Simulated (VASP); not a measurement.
VASP ran on this input.

POSCAR:
```
GeMo
1
   -0.0000000000     2.5571201822     2.5571201822
    2.5571201822     0.0000000000     2.5571201822
    2.5571201822     2.5571201822     0.0000000000
Ge Mo
1 1
Direct
  0.0000000000   0.0000000000   0.0000000000
  0.5000000000   0.5000000000   0.5000000000
```

KPOINTS:
```
Automatic
0
G
  11 11 11
```

### INCAR
```
! general
SYSTEM  = GeMo
PREC    = Accurate
ENCUT   = 400   ! plane-wave cut-off (eV)
LREAL   = .FALSE.
LASPH   = .TRUE.   ! aspherical one-centre terms

! electronic loop
EDIFF   = 1E-6
NELM    = 100   ! most electronic steps
ALGO    = Normal
LMAXMIX = 4   ! l cut-off of mixed one-centre charges
LMIXTAU = .TRUE.

! smearing
ISMEAR  = 1   ! Methfessel-Paxton
SIGMA   = 0.1   ! width (eV)

! functional
METAGGA = R2SCAN

! ions
IBRION  = 2   ! conjugate gradients
NSW     = 60   ! most ionic steps
ISIF    = 3   ! ions, shape and volume
EDIFFG  = -0.01   ! ionic stop

! output
LWAVE   = .FALSE.
LCHARG  = .FALSE.
```

POTCAR, in this order: Ge_d Mo_sv (PBE.64 set). Program: vasp_std.

**Question.** Translate this r2SCAN calculation to Ansatz.

**Answer.** One equivalent input (not run):
Ansatz 0.2 input:
```yaml
crystal:
  lattice:
    - [0.0000000, 2.5571202, 2.5571202]
    - [2.5571202, 0.0000000, 2.5571202]
    - [2.5571202, 2.5571202, 0.0000000]
  atoms:
    - { symbol: Ge, position: [0.0000000, 0.0000000, 0.0000000] }
    - { symbol: Mo, position: [0.5000000, 0.5000000, 0.5000000] }
kpoints:
  mp_grid: { grid: [11, 11, 11] }
hamiltonian:
  xc: r2scan
  pseudopotentials: { kind: paw }
scf:
  occupations: { method: methfessel_paxton, width: 0.1 }
  max_iter: 100
relax:
  max_steps: 60
  f_tol: 0.01
  cell: {}
output: { forces: true, stress: true, eigenvalues: true }
```
Limits of the translation: each code has its own PAW files, so the cut-off isn't converted (ENCUT is set for VASP's; basis.ecutwfc is left out, and Ansatz then takes the one that its files recommend); Ansatz stops its SCF on the density residual and VASP on the energy change (EDIFF).

The structure was generated: GeMo was put into the rocksalt type (Fm-3m), which need not be its known phase. This run relaxes it. Symmetry was kept, so distortions that lower it aren't found. The start is the result of an earlier pass.
